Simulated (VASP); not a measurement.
Here is the system:

```
InAs
1.0
    0.00000     3.05709     3.05709
    3.05709     0.00000     3.05709
    3.05709     3.05709     0.00000
In As
1 1
Cartesian
  0.00000   0.00000   0.00000
  1.52854   1.52854   1.52854
```

All values below come from PBE GGA with D3 dispersion (Becke-Johnson damping), VASP's PBE PAW potentials (set 64) (plane waves; VASP 6.6.1). Settings: 520 eV cut-off, Gaussian smearing of 0.050 eV, potentials In_d As.

Give the energies of bands 7 to 12 at the high-symmetry points, in eV from the Fermi level.

```json
[
 {"band": "7", "Γ": "-0.36", "X": "-5.70", "U": "-5.57", "L": "-5.60", "W": "-5.56"},
 {"band": "8", "Γ": "0.00", "X": "-2.21", "U": "-3.12", "L": "-0.94", "W": "-2.81"},
 {"band": "9", "Γ": "0.00", "X": "-2.21", "U": "-1.86", "L": "-0.94", "W": "-2.73"},
 {"band": "10", "Γ": "0.00", "X": "1.60", "U": "2.12", "L": "0.89", "W": "4.07"},
 {"band": "11", "Γ": "3.89", "X": "2.05", "U": "4.20", "L": "4.66", "W": "4.28"},
 {"band": "12", "Γ": "3.89", "X": "8.97", "U": "7.17", "L": "4.66", "W": "4.91"}
]
```

It has no gap at this level: it comes out as a metal or semimetal.

The compound is InAs in the zinc blende structure. It was relaxed first.
